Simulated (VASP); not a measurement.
Runs of VASP 6.6.1 on Lu. The structure is hexagonal, space group P6_3/mmc (No. 194). The conventional cell has a = 3.450 Å, b = 3.450 Å, c = 5.356 Å, α = 90.00°, β = 90.00°, γ = 120.00°. Lu (site symmetry -6m2) is surrounded by 12 Lu at 3.34 to 3.45 Å. 

| level | k mesh | cutoff (eV) | smearing | gap on the mesh (eV) | pressure (GPa) |
| --- | --- | --- | --- | --- | --- |
| PBEsol | 15 × 15 × 8 | 900 | gaussian 0.1 eV | none | -0.1 |
| PBEsol | 15 × 15 × 8 | 520 | gaussian 0.5 eV | none | (a) |
| r2SCAN | 15 × 15 × 8 | 520 | gaussian 0.1 eV | none | 2.9 |
| PBEsol | 21 × 21 × 12 | 520 | gaussian 0.1 eV | none | -0.1 |
| PBEsol | 15 × 15 × 8 | 700 | gaussian 0.1 eV | none | -0.1 |

Alike in all rows: task single point; potentials or basis VASP PAW PBE potentials, release 64 (Lu); no spin polarisation; cell as given.

Task: Estimate the missing entries.

Result: (a) 0.4.

Caveats: the PAW data sets were made with another functional, which shifts forces and pressure a little.

A k mesh can miss the band edges, and the runs leave out spin-orbit coupling on Lu.

A gap of «none» marks a metal or a gap under the smearing width.

Not every run made on this cell is shown here.
